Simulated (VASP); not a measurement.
Write the native input for VASP 6.6.1 that does the following.

```
Task                   : single point
Functional             : LDA
Potentials or basis    : VASP PAW LDA potentials, release 64 (Y_sv, Mg)
Cutoff                 : 520 eV
k mesh                 : 9 × 9 × 6
Occupations            : gaussian, width 0.1 eV
Spin                   : no spin polarisation
Dipole correction      : no
Further INCAR settings : ALGO = Fast; EDIFF = 1e-07; NBANDS = 38
```

The structure of Y5Mg lies in POSCAR:

```
Y5Mg
1.0
    6.0000069250      0.0000000000      0.0000000000
   -3.0000034625      5.1961584199      0.0000000000
    0.0000000000      0.0000000000      5.4412273109
Y Mg
5 1
Direct
    0.6785846047      0.0000000000      0.5000000000
    0.3214153953      0.3214153953      0.5000000000
    0.0000000000      0.6785846047      0.5000000000
    0.6666666667      0.3333333333      0.0000000000
    0.3333333333      0.6666666667      0.0000000000
    0.0000000000      0.0000000000      0.0000000000
```

The cell comes from a database or a generator and needn't be the stable form of this composition.

The cell isn't the ideal one: relaxed again under DFT LDA, scalar-relativistic, plane waves, PAW.

These files were run (other wordings do the same):

INCAR

```
SYSTEM = Y5Mg
PREC = Accurate
ENCUT = 520
EDIFF = 1E-7
ISMEAR = 0
SIGMA = 0.1
LREAL = .False.
LASPH = .True.
NELM = 100
ALGO = Fast
ISIF = 2
LWAVE = .False.
LCHARG = .False.
NBANDS = 38
```

KPOINTS

```
Automatic mesh
0
Gamma
  9 9 6
  0 0 0
```

Potentials or basis: VASP PAW LDA potentials, release 64 (Y_sv, Mg).

Launch:

```bash
$ cat potpaw_LDA.64/Y_sv/POTCAR potpaw_LDA.64/Mg/POTCAR > POTCAR
$ mpirun -np 1 vasp_std > vasp.out
```

Results of the run:

| Quantity | Value |
| --- | --- |
| Pressure | -0.2 GPa |
| Band gap on the k mesh | none (metal or under the smearing width) |

It took 11 min on 1 thread of Intel(R) Xeon(R) Platinum 8259CL CPU @ 2.50GHz (Skylake/Cascade Lake), on a shared host, peak memory 0.41 GiB.
